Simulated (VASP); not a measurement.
Level of theory: TPSS meta-GGA, VASP's PBE PAW potentials (set 64) (plane waves; VASP).

A VASP calculation is set up with these files.

### INCAR
```
SYSTEM = La2O3
PREC = Accurate
ENCUT = 520
EDIFF = 1E-6
NELM = 100
ALGO = Normal
LREAL = .FALSE.
LASPH = .TRUE.
ISMEAR = 0
SIGMA = 0.05
METAGGA = TPSS
LMIXTAU = .TRUE.
LMAXMIX = 6
LWAVE = .FALSE.
LCHARG = .FALSE.
IBRION = 2
ISIF = 3
NSW = 60
EDIFFG = -0.02
```

### KPOINTS
```
Automatic mesh
0
Gamma
6 6 4
0 0 0
```

File POSCAR:
```
La2O3
1
    1.9491290206    -3.3759904061     0.0000000000
    1.9491290206     3.3759904061    -0.0000000000
   -0.0000000000    -0.0000000000     6.0579462875
La O
2 3
Direct
  0.3333330000   0.6666670000   0.2456728687
  0.6666670000   0.3333330000   0.7543271313
  0.0000000000   0.0000000000   0.0000000000
  0.3333330000   0.6666670000   0.6459472137
  0.6666670000   0.3333330000   0.3540527863
```

POTCAR, in this order: La O (PBE.64 set). Program: vasp_std.

The run wrote:

**OSZICAR**
```
...
DAV:   9    -0.635241706076E+02    0.16332E+01   -0.15024E+01  1800   0.257E+01    0.263E+00
DAV:  10    -0.637698237989E+02   -0.24565E+00   -0.14162E+00  2176   0.112E+01    0.346E+00
DAV:  11    -0.634999620636E+02    0.26986E+00   -0.53651E+00  1872   0.175E+01    0.234E+00
DAV:  12    -0.637454396804E+02   -0.24548E+00   -0.40421E-01  1784   0.665E+00    0.177E+00
DAV:  13    -0.636489951844E+02    0.96444E-01   -0.74371E-01  1848   0.573E+00    0.409E-01
DAV:  14    -0.636661098772E+02   -0.17115E-01   -0.63004E-02  1760   0.283E+00    0.356E-01
DAV:  15    -0.636852553391E+02   -0.19145E-01   -0.18667E-02  1824   0.131E+00    0.190E-01
DAV:  16    -0.636855638266E+02   -0.30849E-03   -0.35934E-03  2056   0.457E-01    0.994E-02
DAV:  17    -0.636861272090E+02   -0.56338E-03   -0.62602E-03  1984   0.630E-01    0.803E-02
DAV:  18    -0.636868766151E+02   -0.74941E-03   -0.43063E-03  2232   0.580E-01    0.831E-02
DAV:  19    -0.636875245180E+02   -0.64790E-03   -0.40814E-03  2200   0.464E-01    0.111E-01
DAV:  20    -0.636884003270E+02   -0.87581E-03   -0.30486E-03  2088   0.335E-01    0.119E-01
DAV:  21    -0.636875684164E+02    0.83191E-03   -0.32075E-03  1944   0.415E-01    0.132E-01
DAV:  22    -0.636886447162E+02   -0.10763E-02   -0.47758E-03  1896   0.529E-01    0.968E-02
DAV:  23    -0.636891098241E+02   -0.46511E-03   -0.29086E-03  2296   0.307E-01    0.121E-01
DAV:  24    -0.636901604708E+02   -0.10506E-02   -0.43387E-03  1920   0.404E-01    0.121E-01
DAV:  25    -0.636911564074E+02   -0.99594E-03   -0.99795E-03  1960   0.604E-01    0.793E-02
DAV:  26    -0.636913046747E+02   -0.14827E-03   -0.14169E-03  2200   0.282E-01    0.948E-02
DAV:  27    -0.636911902295E+02    0.11445E-03   -0.24452E-04  2048   0.125E-01    0.120E-01
DAV:  28    -0.636908929345E+02    0.29729E-03   -0.73004E-04  1856   0.166E-01    0.125E-01
DAV:  29    -0.636911184330E+02   -0.22550E-03   -0.68673E-04  1904   0.223E-01    0.867E-02
DAV:  30    -0.636912888227E+02   -0.17039E-03   -0.90309E-04  2000   0.234E-01    0.477E-02
DAV:  31    -0.636913719072E+02   -0.83084E-04   -0.48017E-04  2280   0.162E-01    0.255E-02
DAV:  32    -0.636913994596E+02   -0.27552E-04   -0.21236E-04  2176   0.116E-01    0.957E-03
DAV:  33    -0.636913843489E+02    0.15111E-04   -0.82512E-05  2016   0.782E-02    0.184E-02
DAV:  34    -0.636914011480E+02   -0.16799E-04   -0.14538E-04  1840   0.108E-01    0.479E-03
DAV:  35    -0.636913997487E+02    0.13993E-05   -0.21315E-05  1992   0.466E-02    0.491E-03
DAV:  36    -0.636914016100E+02   -0.18612E-05   -0.22377E-06  1488   0.155E-02    0.179E-03
DAV:  37    -0.636914011728E+02    0.43719E-06   -0.27710E-07   856   0.942E-03
   1 F= -.63691401E+02 E0= -.63691401E+02  d E =-.636914E+02
       N       E                     dE             d eps       ncg     rms          rms(c)
DAV:   1    -0.642646739767E+02   -0.57327E+00   -0.23164E+01  1880   0.416E+01    0.584E+00
DAV:   2    -0.637580125155E+02    0.50666E+00   -0.34599E+00  2008   0.134E+01    0.173E+00
DAV:   3    -0.636782426521E+02    0.79770E-01   -0.43368E-01  1920   0.845E+00    0.822E-01
DAV:   4    -0.636656628203E+02    0.12580E-01   -0.16696E-01  2184   0.349E+00    0.240E-01
DAV:   5    -0.636764389196E+02   -0.10776E-01   -0.20910E-02  2208   0.136E+00    0.229E-01
DAV:   6    -0.636748146711E+02    0.16242E-02   -0.71773E-03  1880   0.752E-01    0.154E-01
DAV:   7    -0.636749296076E+02   -0.11494E-03   -0.13031E-02  1896   0.849E-01    0.155E-01
DAV:   8    -0.636776555053E+02   -0.27259E-02   -0.46606E-03  1832   0.518E-01    0.244E-02
DAV:   9    -0.636778447140E+02   -0.18921E-03   -0.52977E-04  2304   0.214E-01    0.280E-02
DAV:  10    -0.636778762374E+02   -0.31523E-04   -0.25813E-04  2224   0.119E-01    0.260E-02
DAV:  11    -0.636778550550E+02    0.21182E-04   -0.21051E-04  2184   0.119E-01    0.110E-02
DAV:  12    -0.636779288197E+02   -0.73765E-04   -0.40078E-05  2072   0.584E-02    0.632E-03
DAV:  13    -0.636779303273E+02   -0.15076E-05   -0.41660E-05  2000   0.456E-02    0.352E-03
DAV:  14    -0.636779317486E+02   -0.14214E-05   -0.81771E-06  1976   0.173E-02    0.219E-03
DAV:  15    -0.636779296091E+02    0.21395E-05   -0.98979E-07  1136   0.122E-02    0.865E-04
DAV:  16    -0.636779309904E+02   -0.13813E-05   -0.44538E-07   880   0.134E-02    0.158E-03
DAV:  17    -0.636779297167E+02    0.12737E-05   -0.19587E-06  1184   0.127E-02    0.402E-04
DAV:  18    -0.636779297318E+02   -0.15092E-07   -0.25846E-07   752   0.748E-03
   2 F= -.63677930E+02 E0= -.63677930E+02  d E =0.134714E-01
       N       E                     dE             d eps       ncg     rms          rms(c)
DAV:   1    -0.639166593433E+02   -0.23873E+00   -0.74200E+00  1880   0.245E+01    0.339E+00
DAV:   2    -0.637366494097E+02    0.18001E+00   -0.11794E+00  1760   0.760E+00    0.919E-01
DAV:   3    -0.637188758580E+02    0.17774E-01   -0.11122E-01  1952   0.435E+00    0.457E-01
DAV:   4    -0.637115637177E+02    0.73121E-02   -0.56626E-02  2168   0.242E+00    0.130E-01
DAV:   5    -0.637175317452E+02   -0.59680E-02   -0.88203E-03  2200   0.101E+00    0.115E-01
DAV:   6    -0.637178548026E+02   -0.32306E-03   -0.66014E-04  2200   0.237E-01    0.982E-02
DAV:   7    -0.637169195363E+02    0.93527E-03   -0.15390E-03  1712   0.290E-01    0.131E-01
DAV:   8    -0.637183602272E+02   -0.14407E-02   -0.49940E-03  2056   0.583E-01    0.430E-02
DAV:   9    -0.637183698624E+02   -0.96352E-05   -0.53118E-04  2296   0.185E-01    0.293E-02
DAV:  10    -0.637184004108E+02   -0.30548E-04   -0.48535E-04  2168   0.245E-01    0.138E-02
DAV:  11    -0.637185200127E+02   -0.11960E-03   -0.78885E-05  1816   0.103E-01    0.511E-03
DAV:  12    -0.637185224498E+02   -0.24372E-05   -0.22819E-05  2112   0.367E-02    0.387E-03
DAV:  13    -0.637185320680E+02   -0.96182E-05   -0.13575E-05  2224   0.299E-02    0.258E-03
DAV:  14    -0.637185318558E+02    0.21225E-06   -0.11976E-06  1032   0.113E-02
   3 F= -.63718532E+02 E0= -.63718532E+02  d E =-.271307E-01
       N       E                     dE             d eps       ncg     rms          rms(c)
DAV:   1    -0.637185760884E+02   -0.44020E-04   -0.18918E-03  1888   0.389E-01    0.540E-02
DAV:   2    -0.637185267357E+02    0.49353E-04   -0.28549E-04  1800   0.121E-01    0.147E-02
DAV:   3    -0.637185248101E+02    0.19256E-05   -0.29815E-05  1872   0.722E-02    0.693E-03
DAV:   4    -0.637185214033E+02    0.34068E-05   -0.12741E-05  2096   0.369E-02    0.200E-03
DAV:   5    -0.637185255857E+02   -0.41825E-05   -0.13175E-06  1112   0.156E-02    0.154E-03
DAV:   6    -0.637185249775E+02    0.60819E-06   -0.98271E-07  1080   0.160E-02
   4 F= -.63718525E+02 E0= -.63718525E+02  d E =-.271238E-01
       N       E                     dE             d eps       ncg     rms          rms(c)
DAV:   1    -0.637187186708E+02   -0.19309E-03   -0.10674E-01  1888   0.323E+00    0.120E-01
DAV:   2    -0.637189854447E+02   -0.26677E-03   -0.45622E-03  1904   0.553E-01    0.589E-02
DAV:   3    -0.637189935034E+02   -0.80587E-05   -0.41088E-04  2080   0.225E-01    0.278E-02
DAV:   4    -0.637189864679E+02    0.70355E-05   -0.10333E-04  2176   0.985E-02    0.111E-02
DAV:   5    -0.637189822732E+02    0.41948E-05   -0.36413E-05  2088   0.520E-02    0.725E-03
DAV:   6    -0.637189880521E+02   -0.57789E-05   -0.86606E-06  1728   0.293E-02    0.452E-03
DAV:   7    -0.637189859768E+02    0.20753E-05   -0.73282E-06  1616   0.209E-02    0.394E-03
DAV:   8    -0.637189855872E+02    0.38954E-06   -0.16371E-06  1120   0.153E-02
   5 F= -.63718986E+02 E0= -.63718986E+02  d E =-.460610E-03
       N       E                     dE             d eps       ncg     rms          rms(c)
DAV:   1    -0.637189910105E+02   -0.50337E-05   -0.49075E-03  1888   0.693E-01    0.257E-02
DAV:   2    -0.637190049459E+02   -0.13935E-04   -0.21214E-04  1896   0.122E-01    0.127E-02
DAV:   3    -0.637190046456E+02    0.30033E-06   -0.19779E-05  2032   0.481E-02    0.597E-03
DAV:   4    -0.637190042799E+02    0.36565E-06   -0.26322E-06  1200   0.208E-02
   6 F= -.63719004E+02 E0= -.63719004E+02  d E =-.479302E-03
```

**OUTCAR**
```
------------------------ aborting loop because EDIFF is reached ----------------------------------------
  FORCE on cell =-STRESS in cart. coord.  units (eV):
  Direction    XX          YY          ZZ          XY          YZ          ZX
  --------------------------------------------------------------------------------------
  Total        0.0421532      0.0421532     -0.0086689      0.0000000     -0.0000000      0.0000000
  in kB        0.8251806      0.8251806     -0.1697010      0.0000000     -0.0000000      0.0000000
  external PRESSURE =       0.4935534 kB  Pullay stress =       0.0000000 kB
  volume of cell :       81.84
      direct lattice vectors                 reciprocal lattice vectors
     1.969079190 -3.410545111 -0.000000000     0.253925796 -0.146604130 -0.000000000
     1.969079190  3.410545111  0.000000000     0.253925796  0.146604130  0.000000000
    -0.000000000 -0.000000000  6.093611618    -0.000000000 -0.000000000  0.164106291
 POSITION                                       TOTAL-FORCE (eV/Angst)
 -----------------------------------------------------------------------------------
      1.96908      1.13685      1.49573         0.000000     -0.000000     -0.015496
      1.96908     -1.13685      4.59789         0.000000     -0.000000      0.015496
      0.00000      0.00000      0.00000         0.000000      0.000000      0.000000
      1.96908      1.13685      3.93826         0.000000      0.000000      0.014969
      1.96908     -1.13685      2.15535        -0.000000     -0.000000     -0.014969
 -----------------------------------------------------------------------------------
    total drift:                                0.000000      0.000000      0.000000
  FREE ENERGIE OF THE ION-ELECTRON SYSTEM (eV)
  ---------------------------------------------------
  free  energy   TOTEN  =       -63.7190042799 eV

  energy  without entropy=      -63.7190042799  energy(sigma->0) =      -63.71900428

 reached required accuracy - stopping structural energy minimisation
```
(Selected blocks of OUTCAR.)

File CONTCAR:
```
La2O3
   1.00000000000000
     1.9690791903712841   -3.4105451110540699   -0.0000000000000000
     1.9690791903712841    3.4105451110540699    0.0000000000000000
    -0.0000000000000000   -0.0000000000000000    6.0936116180451645
  La              O
     2     3
Direct
     0.3333330000000032    0.6666669999999968    0.2454579623618237
     0.6666669999999968    0.3333330000000032    0.7545420376381764
     0.0000000000000000    0.0000000000000000    0.0000000000000000
     0.3333330000000032    0.6666669999999968    0.6462937881261342
     0.6666669999999968    0.3333330000000032    0.3537062118738658
```

Energy and stress use the plane-wave basis of the starting cell.

The compound is La2O3 in the a-type structure. This run relaxes it. Symmetry was kept, so distortions that lower it aren't found. The start is the result of an earlier pass.
